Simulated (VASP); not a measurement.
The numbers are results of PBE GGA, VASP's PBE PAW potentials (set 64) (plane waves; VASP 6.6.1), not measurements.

VASP input:

### POSCAR
```
ZrC
1
    0.0000000000     2.2952842812     2.2952842812
    2.2952842812     0.0000000000     2.2952842812
    2.2952842812     2.2952842812     0.0000000000
Zr C
1 1
Direct
  0.0000000000   0.0000000000   0.0000000000
  0.5000000000   0.5000000000   0.5000000000
```

**INCAR**
```
! general
SYSTEM   =  ZrC
PREC     =  Accurate
ENCUT    =  620   ! plane-wave cut-off (eV)
LREAL    =  .FALSE.   ! projection in real space or not
LASPH    =  .TRUE.   ! aspherical one-centre terms

! electronic loop
EDIFF    =  1E-6   ! SCF stop (eV)
NELM     =  100
ALGO     =  Normal
LMAXMIX  =  4   ! l cut-off of mixed one-centre charges

! smearing
ISMEAR   =  1
SIGMA    =  0.1

! functional
GGA      =  PE

! ions
IBRION   =  2   ! conjugate gradients
NSW      =  40   ! most ionic steps
ISIF     =  3   ! ions, shape and volume
EDIFFG   =  -0.02
PSTRESS  =  300   ! kbar

! output
LWAVE    =  .FALSE.
LCHARG   =  .FALSE.
```

**KPOINTS**
```
K-points
0
gamma
 14 14 14
0 0 0
```

POTCAR, in this order: Zr_sv C (PBE.64 set). Program: vasp_std.

Energy and stress use the plane-wave basis of the starting cell.

### Question
Estimate the energy per atom (σ→0), volume per atom, band gap (on the k-mesh).

### Answer

```json
{
 "energy per atom (σ→0)": "-9.616 eV/atom",
 "band gap (on the k-mesh)": "none (metal, semimetal or under 0.01 eV)",
 "volume_per_atom": "11.72 Å³/atom"
}
```

OSZICAR:
```
...
       N       E                     dE             d eps       ncg     rms          rms(c)
DAV:   1    -0.192319778005E+02    0.38414E-02   -0.26380E-03  2520   0.619E-01    0.126E-01
DAV:   2    -0.192319142751E+02    0.63525E-04   -0.17163E-04  2572   0.167E-01    0.370E-02
DAV:   3    -0.192319003387E+02    0.13936E-04   -0.69815E-05  3520   0.747E-02    0.151E-02
DAV:   4    -0.192319028171E+02   -0.24783E-05   -0.16977E-06  2656   0.127E-02    0.824E-03
DAV:   5    -0.192319052639E+02   -0.24469E-05   -0.29947E-06  2332   0.980E-03    0.295E-03
DAV:   6    -0.192319056970E+02   -0.43311E-06   -0.87113E-08  1308   0.313E-03
   4 F= -.14844005E+02 E0= -.14843959E+02  d E =-.241574E-01
```

The compound is ZrC in the rock salt structure. This run relaxes it under an external pressure of 30 GPa. Symmetry was kept, so distortions that lower it aren't found.
